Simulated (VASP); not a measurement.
Output of a VASP run:

### OSZICAR
```
       N       E                     dE             d eps       ncg     rms          rms(c)
DAV:   1     0.111244146518E+03    0.11124E+03   -0.83439E+03  1456   0.145E+03
DAV:   2     0.274191874206E+00   -0.11097E+03   -0.10765E+03  1506   0.317E+02
DAV:   3    -0.771751100948E+01   -0.79917E+01   -0.79146E+01  1879   0.891E+01
DAV:   4    -0.792284232683E+01   -0.20533E+00   -0.20525E+00  1700   0.162E+01
DAV:   5    -0.793089969488E+01   -0.80574E-02   -0.80571E-02  2091   0.280E+00    0.467E+00
DAV:   6    -0.767404389643E+01    0.25686E+00   -0.44812E-01  2154   0.129E+01    0.262E+00
DAV:   7    -0.764845943508E+01    0.25584E-01   -0.15224E-01  2084   0.389E+00    0.723E-01
DAV:   8    -0.764924136306E+01   -0.78193E-03   -0.14628E-02  1785   0.180E+00    0.225E-01
DAV:   9    -0.764986763169E+01   -0.62627E-03   -0.13007E-03  1741   0.458E-01    0.126E-01
DAV:  10    -0.764999266954E+01   -0.12504E-03   -0.20225E-04  2111   0.207E-01    0.876E-02
DAV:  11    -0.765003204780E+01   -0.39378E-04   -0.16786E-04  1571   0.160E-01    0.841E-02
DAV:  12    -0.765003517484E+01   -0.31270E-05   -0.17326E-05  1511   0.365E-02    0.169E-02
DAV:  13    -0.765003538422E+01   -0.20938E-06   -0.27124E-06  1821   0.122E-02
   1 F= -.59500094E+01 E0= -.59500689E+01  d E =-.595001E+01
```

OUTCAR:
```
------------------------ aborting loop because EDIFF is reached ----------------------------------------
  FORCE on cell =-STRESS in cart. coord.  units (eV):
  Direction    XX          YY          ZZ          XY          YZ          ZX
  --------------------------------------------------------------------------------------
  Total        1.6968576      1.6968576      1.6968576      0.0000000     -0.0000000      0.0000000
  in kB       49.9068137     49.9068137     49.9068137      0.0000000     -0.0000000      0.0000000
  external PRESSURE =      -0.0931863 kB  Pullay stress =      50.0000000 kB
  volume of cell :       54.47
      direct lattice vectors                 reciprocal lattice vectors
     0.000000000  3.008768100  3.008768100    -0.166180970  0.166180970  0.166180970
     3.008768100  0.000000000  3.008768100     0.166180970 -0.166180970  0.166180970
     3.008768100  3.008768100  0.000000000     0.166180970  0.166180970 -0.166180970
  FREE ENERGIE OF THE ION-ELECTRON SYSTEM (eV)
  ---------------------------------------------------
  free  energy   TOTEN  =        -7.6500353842 eV

  energy  without entropy=       -7.6502140776  energy(sigma->0) =       -7.65009495
  enthalpy is  TOTEN    =        -5.9500093778 eV   P V=        1.7000260064

 reached required accuracy - stopping structural energy minimisation
```
(Selected blocks of OUTCAR.)

**POSCAR**
```
InAs
1
   -0.0000000000     3.0087680996     3.0087680996
    3.0087680996     0.0000000000     3.0087680996
    3.0087680996     3.0087680996     0.0000000000
In As
1 1
Direct
  0.0000000000   0.0000000000   0.0000000000
  0.2500000000   0.2500000000   0.2500000000
```

**Question.** Write an INCAR and KPOINTS that could have produced this output.

**Answer.** One answer among several that fit: the input of the run itself, PBE GGA, plane waves, VASP's PBE PAW potentials (set 64).

### KPOINTS
```
kpoints
0
G
11 11 11
0 0 0
```

INCAR:
```
! general
SYSTEM =InAs
PREC   =Accurate
ENCUT  =500   ! plane-wave cut-off (eV)
LREAL  =.FALSE.
LASPH  =.TRUE.   ! aspherical one-centre terms

! electronic loop
EDIFF  =1E-6
NELM   =100   ! most electronic steps
ALGO   =Normal   ! blocked Davidson
LMAXMIX=4   ! l cut-off of mixed one-centre charges

! smearing
ISMEAR =1   ! Methfessel-Paxton
SIGMA  =0.1   ! width (eV)

! functional
GGA    =PE   ! PBE

! ions
IBRION =2   ! conjugate gradients
NSW    =40   ! most ionic steps
ISIF   =3
EDIFFG =-0.02   ! ionic stop
PSTRESS=50   ! kbar

! output
LWAVE  =.FALSE.
LCHARG =.FALSE.
```

POTCAR, in this order: In_d As (PBE.64 set). Program: vasp_std.

The compound is InAs in the zinc blende structure. It was relaxed first under an external pressure of 5 GPa.
